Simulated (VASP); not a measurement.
OSZICAR of a VASP run on Mo (bcc):

### OSZICAR
```
       N       E                     dE             d eps       ncg     rms          rms(c)
DAV:   1     0.721651246873E+02    0.72165E+02   -0.79589E+03  2648   0.124E+03
DAV:   2    -0.267409149697E+02   -0.98906E+02   -0.95983E+02  2880   0.334E+02
DAV:   3    -0.279986121908E+02   -0.12577E+01   -0.12470E+01  3066   0.381E+01
DAV:   4    -0.280024337872E+02   -0.38216E-02   -0.38212E-02  2871   0.241E+00
DAV:   5    -0.280024543035E+02   -0.20516E-04   -0.20517E-04  3093   0.171E-01    0.279E+01
DAV:   6    -0.964220407292E+01    0.18360E+02   -0.14951E+01  2778   0.541E+01    0.368E+00
DAV:   7    -0.999239595443E+01   -0.35019E+00   -0.82924E-01  2837   0.148E+01    0.327E+00
DAV:   8    -0.992428761706E+01    0.68108E-01   -0.60427E-01  2640   0.124E+01    0.661E-01
DAV:   9    -0.102871054455E+02   -0.36282E+00   -0.16430E-01  2748   0.710E+00    0.935E-02
DAV:  10    -0.102871694190E+02   -0.63973E-04   -0.25095E-03  3020   0.673E-01    0.710E-02
DAV:  11    -0.102882261607E+02   -0.10567E-02   -0.11497E-03  2751   0.486E-01    0.314E-02
DAV:  12    -0.102864972379E+02    0.17289E-02   -0.36997E-04  2712   0.241E-01    0.104E-02
DAV:  13    -0.102865398756E+02   -0.42638E-04   -0.20955E-05  2985   0.586E-02    0.715E-03
DAV:  14    -0.102865103315E+02    0.29544E-04   -0.11054E-05  2757   0.425E-02    0.322E-03
DAV:  15    -0.102865022603E+02    0.80712E-05   -0.95254E-07  1767   0.147E-02    0.493E-04
DAV:  16    -0.102865024226E+02   -0.16231E-06   -0.10762E-07  1353   0.439E-03
   1 F= -.10286502E+02 E0= -.10286289E+02  d E =-.102865E+02
       N       E                     dE             d eps       ncg     rms          rms(c)
DAV:   1    -0.102973373987E+02   -0.10835E-01   -0.27404E-01  2772   0.758E+00    0.114E+00
DAV:   2    -0.102871892523E+02    0.10148E-01   -0.18532E-02  2739   0.180E+00    0.228E-01
DAV:   3    -0.102860171075E+02    0.11721E-02   -0.55287E-03  2814   0.962E-01    0.233E-01
DAV:   4    -0.102854205322E+02    0.59658E-03   -0.22837E-03  2793   0.620E-01    0.272E-01
DAV:   5    -0.102860505995E+02   -0.63007E-03   -0.19975E-03  2712   0.593E-01    0.381E-02
DAV:   6    -0.102861009181E+02   -0.50319E-04   -0.23887E-05  2790   0.705E-02    0.627E-03
DAV:   7    -0.102861000038E+02    0.91426E-06   -0.77958E-07  1771   0.116E-02
   2 F= -.10286100E+02 E0= -.10285868E+02  d E =0.402419E-03
       N       E                     dE             d eps       ncg     rms          rms(c)
DAV:   1    -0.102927954521E+02   -0.66945E-02   -0.15258E-01  2769   0.567E+00    0.822E-01
DAV:   2    -0.102871555887E+02    0.56399E-02   -0.10610E-02  2736   0.135E+00    0.169E-01
DAV:   3    -0.102865370981E+02    0.61849E-03   -0.29479E-03  2814   0.703E-01    0.161E-01
DAV:   4    -0.102862354494E+02    0.30165E-03   -0.12873E-03  2781   0.471E-01    0.201E-01
DAV:   5    -0.102865485770E+02   -0.31313E-03   -0.10696E-03  2715   0.438E-01    0.208E-02
DAV:   6    -0.102865570455E+02   -0.84685E-05   -0.55882E-06  2889   0.348E-02    0.106E-02
DAV:   7    -0.102865562104E+02    0.83508E-06   -0.32845E-06  2706   0.238E-02
   3 F= -.10286556E+02 E0= -.10286338E+02  d E =-.537878E-04
```

Q: Which electronic solver shows in the log?

A: It is blocked Davidson (ALGO = Normal, or the opening steps of other solvers). The INCAR had ALGO = Normal.

Q: Can the final energy be trusted as converged?

A: The calculation finished and met its thresholds. It stopped with EDIFF = 1E-6, NELM = 100, NSW = 60 and EDIFFG = -0.01 after 3 ionic steps (MS2 meta-GGA, plane waves, VASP's PBE PAW potentials (set 64)).

The compound is Mo in the bcc structure. This run relaxes it. Symmetry was kept, so distortions that lower it aren't found.
